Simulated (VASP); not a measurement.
Consider the following.

```yaml
crystal:
  lattice:
    - [0.00000, 3.28949, 3.28949]
    - [3.28949, 0.00000, 3.28949]
    - [3.28949, 3.28949, 0.00000]
  atoms:
    - { symbol: In, position: [0.00000, 0.00000, 0.00000] }
    - { symbol: Sb, position: [0.25000, 0.25000, 0.25000] }
```

All values below come from LDA (Ceperley-Alder, Perdew-Zunger), VASP's LDA PAW potentials (set 64) (plane waves; VASP). Numerical set-up: 520 eV cut-off, 10×10×10 Γ-centred mesh, first-order Methfessel-Paxton smearing of 0.10 eV, potentials In_d Sb.

Problem. Give the stress tensor in GPa (positive for a compressed cell).

Solution. 
```
-2.34   0.00   0.00
 0.00  -2.34   0.00
 0.00   0.00  -2.34
```
The pressure is its mean diagonal, -2.34 GPa.

The compound is InSb in the zinc blende structure. This cell is one point of a volume scan, at 1.06 of the reference volume.
